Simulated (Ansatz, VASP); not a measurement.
**Mg35Ir: VASP beside Ansatz**

Aim: how closely do two programs agree when they are given the same cell, functional and k mesh? The structure shown is the end of the VASP relaxation below.

Program: Ansatz 0.2.0. Level of theory: plane waves, with VASP 6.6.1 beside it; single point at PBEsol. Results are calculated unless marked as measured.

**1. Starting point**

The cell holds 36 atoms: 1 Ir and 35 Mg. Its edges and angles: a = 9.551 Å, b = 9.551 Å, c = 10.221 Å, α = 90.0°, β = 90.0°, γ = 120.0°. It derives from Mg. Nearest the centre at fractional (0.000, 0.000, 0.000): Ir1 at 0.00 Å, Mg24 at 2.96 Å, Mg23 at 2.96 Å, Mg36 at 2.96 Å, Mg19 at 2.96 Å, Mg20 at 2.96 Å, Mg35 at 2.96 Å, Mg9 at 3.01 Å.

**2. VASP: relaxation, PBEsol**

This run makes the geometry at which the two programs are then compared.

Lines of VASP's logs that name or quote its potential files are left out, and so is its time.

File INCAR:

```
SYSTEM = Mg35Ir
PREC = Normal
ENCUT = 300
EDIFF = 1E-05
NELM = 120
ISMEAR = 1
SIGMA = 0.2
LREAL = Auto
ALGO = Fast
GGA = PS
NBANDS = 64
ISPIN = 2
MAGMOM = 0.6 0 0 0 0 0 0 0 0 0 0 0 0 0 0 0 0 0 0.6 0.6 0 0 0.6 0 0 0 0 0 0 0 0 0 0 0 0 0
LASPH = .TRUE.
LMAXMIX = 4
LORBIT = 11
LWAVE = .FALSE.
LCHARG = .TRUE.
KPAR = 4
IBRION = 2
NSW = 50
ISIF = 2
EDIFFG = -0.03
POTIM = 0.4
MAXMIX = 40
ISYM = 2
```

File POSCAR:

```
Mg35Ir
1.0
    9.5507405364      0.0000000000      0.0000000000
   -4.7753702682      8.2711839294      0.0000000000
    0.0000000000      0.0000000000     10.2209444728
Ir Mg
1 35
Direct
    0.0000000000      0.0000000000      0.0000000000
    0.0000000000      0.0000000000      0.5000000000
    0.0000000000      0.3333333300      0.0000000000
    0.0000000000      0.3333333300      0.5000000000
    0.0000000000      0.6666666700      0.0000000000
    0.0000000000      0.6666666700      0.5000000000
    0.3333333300      0.0000000000      0.0000000000
    0.3333333300      0.0000000000      0.5000000000
    0.3333333300      0.3333333300      0.0000000000
    0.3333333300      0.3333333300      0.5000000000
    0.3333333300      0.6666666700      0.0000000000
    0.3333333300      0.6666666700      0.5000000000
    0.6666666700      0.0000000000      0.0000000000
    0.6666666700      0.0000000000      0.5000000000
    0.6666666700      0.3333333300      0.0000000000
    0.6666666700      0.3333333300      0.5000000000
    0.6666666700      0.6666666700      0.0000000000
    0.6666666700      0.6666666700      0.5000000000
    0.1111111100      0.2222222200      0.2500000000
    0.1111111100      0.2222222200      0.7500000000
    0.1111111100      0.5555555600      0.2500000000
    0.1111111100      0.5555555600      0.7500000000
    0.1111111100      0.8888888900      0.2500000000
    0.1111111100      0.8888888900      0.7500000000
    0.4444444400      0.2222222200      0.2500000000
    0.4444444400      0.2222222200      0.7500000000
    0.4444444400      0.5555555600      0.2500000000
    0.4444444400      0.5555555600      0.7500000000
    0.4444444400      0.8888888900      0.2500000000
    0.4444444400      0.8888888900      0.7500000000
    0.7777777800      0.2222222200      0.2500000000
    0.7777777800      0.2222222200      0.7500000000
    0.7777777800      0.5555555600      0.2500000000
    0.7777777800      0.5555555600      0.7500000000
    0.7777777800      0.8888888900      0.2500000000
    0.7777777800      0.8888888900      0.7500000000
```

File KPOINTS:

```
Automatic mesh
0
Gamma
4 4 4
0 0 0
```

Potentials, in the order of the species: Ir and Mg (PBE family, release 64).

Launch:

```sh
$ mpirun -np 4 vasp_std
```

Numbers of over 12 decimals in the logs are rounded to 6 here.

Log:

```text
[banner, memory and clock lines left out]
running    4 mpi-ranks, on    1 nodes
[...]
|                                                                             |
|               ----> ADVICE to this user running VASP <----                  |
|                                                                             |
|     You enforced a specific xc type in the INCAR file but a different       |
|     [... a line on the potential file left out ...]
|     I HOPE YOU KNOW WHAT YOU ARE DOING!                                     |
|                                                                             |

 LDA part: xc-table for (Slater+PW92), standard interpolation
 POSCAR, INCAR and KPOINTS ok, starting setup
[...]
entering main loop
       N       E                     dE             d eps       ncg     rms          rms(c)
DAV:   1     0.609811580878E+02    0.60981E+02   -0.16698E+04  9216   0.583E+02
DAV:   2    -0.598885682451E+02   -0.12087E+03   -0.10472E+03 11248   0.956E+01
[...]
RMM:  13    -0.697445533030E+02   -0.13593E-04   -0.13621E-04  8514   0.255E-02    0.130E-02
RMM:  14    -0.697445623703E+02   -0.90672E-05   -0.22967E-05  6756   0.142E-02
   1 F= -.69744562E+02 E0= -.69740834E+02  d E =-.697446E+02  mag=     0.0063
[... from here on, the cycles between the ionic steps are left out ...]
   2 F= -.69928820E+02 E0= -.69923925E+02  d E =-.184258E+00  mag=    -0.0007
   3 F= -.70320493E+02 E0= -.70312428E+02  d E =-.575931E+00  mag=    -0.0017
   4 F= -.70291713E+02 E0= -.70283041E+02  d E =-.547151E+00  mag=     0.0000
   5 F= -.70453292E+02 E0= -.70443707E+02  d E =-.708729E+00  mag=     0.0004
   6 F= -.70454294E+02 E0= -.70444674E+02  d E =-.709732E+00  mag=     0.0001
   7 F= -.70469087E+02 E0= -.70459277E+02  d E =-.147928E-01  mag=     0.0048
   8 F= -.70480005E+02 E0= -.70470074E+02  d E =-.257108E-01  mag=     0.0000
   9 F= -.70470912E+02 E0= -.70460747E+02  d E =-.166178E-01  mag=    -0.0001
  10 F= -.70481666E+02 E0= -.70471655E+02  d E =-.273713E-01  mag=    -0.0001
  11 F= -.70483696E+02 E0= -.70473541E+02  d E =-.203014E-02  mag=    -0.0005
 trial-energy change:   -0.002030  1 .order   -0.002032   -0.002753   -0.001311
 step:   5.9695(harm=  5.9695)  dis= 0.00918  next Energy=   -70.484294 (dE=-0.263E-02)
 reached required accuracy - stopping structural energy minimisation
```

OUTCAR, selected parts (step 2):

```text
  Total       -6.1199363     -6.1193379     -7.9360859      0.0005165     -0.0000121      0.0000214
  in kB      -12.1439991    -12.1428119    -15.7478470      0.0010250     -0.0000240      0.0000425
  external PRESSURE =     -13.3448860 kB  Pullay stress =       0.0000000 kB

 POSITION                                       TOTAL-FORCE (eV/Angst)
 -----------------------------------------------------------------------------------
      4.77537      8.27118     10.22094         0.000075      0.000052      0.000054
     -4.77537      8.27118      5.11047        -0.000001     -0.000000     -0.000004
      8.01727      2.58794      0.00000         0.006530      0.007832     -0.000003
     -1.56799      2.74236      5.11047         0.001585      0.014502      0.000000
      6.24985      5.64919      0.00000         0.010068      0.001754     -0.000002
     -3.18441      5.54210      5.11047         0.013351     -0.005874     -0.000002
      3.00795      0.03406      0.00000         0.003514     -0.009602     -0.000003
     -1.61643      8.25792      5.11047         0.011760     -0.008630     -0.000001
      1.53346      2.58794      0.00000        -0.006550      0.007848     -0.000003
      1.56798      2.74235      5.11047        -0.001580      0.014484     -0.000000
     -0.00001      5.51413      0.00000        -0.000005     -0.000002     -0.000002
     -0.00000      5.51413      5.11047        -0.000001     -0.000002     -0.000002
      6.54278      0.03405      0.00000        -0.003519     -0.009574     -0.000001
      1.61643      8.25792      5.11047        -0.011769     -0.008627     -0.000002
[...]
-----------------------------------------------------------------------------------
    total drift:                                0.000078      0.000036      0.000050

  FREE ENERGIE OF THE ION-ELECTRON SYSTEM (eV)
  ---------------------------------------------------
  free  energy   TOTEN  =       -70.4836959289 eV

  energy  without entropy=      -70.4532316812  energy(sigma->0) =      -70.47354118

 reached required accuracy - stopping structural energy minimisation

 magnetization (x)
# of ion       s       p       d       tot
------------------------------------------
    1       -0.000  -0.000   0.000  -0.000
    2        0.000  -0.000  -0.000  -0.000
    3       -0.000  -0.000  -0.000  -0.000
    4       -0.000  -0.000  -0.000  -0.000
    5       -0.000  -0.000  -0.000  -0.000
    6       -0.000  -0.000  -0.000  -0.000
    7       -0.000  -0.000  -0.000  -0.000
    8       -0.000  -0.000  -0.000  -0.000
    9       -0.000  -0.000  -0.000  -0.000
   10       -0.000  -0.000  -0.000  -0.000
   11       -0.000  -0.000  -0.000  -0.000
   12       -0.000  -0.000  -0.000  -0.000
   13       -0.000  -0.000  -0.000  -0.000
[...]
--------------------------------------------------
tot         -0.000  -0.000  -0.000  -0.000

[... 1 further part left out ...]
```

(Continued in part 2 of 2.)

[Lines on the potential files, build, host, timing and source positions are cut from VASP's logs without a mark.]

[Logs are printed without paths, hosts, clocks, repeated set-up lines and the standing remarks that a program may print on its own settings, such as how far it seeks lower states.]

[Hosts, paths, dates, database ids (printed as entryN), source tags and the programs' standing remarks are cut or masked in the printed files.]
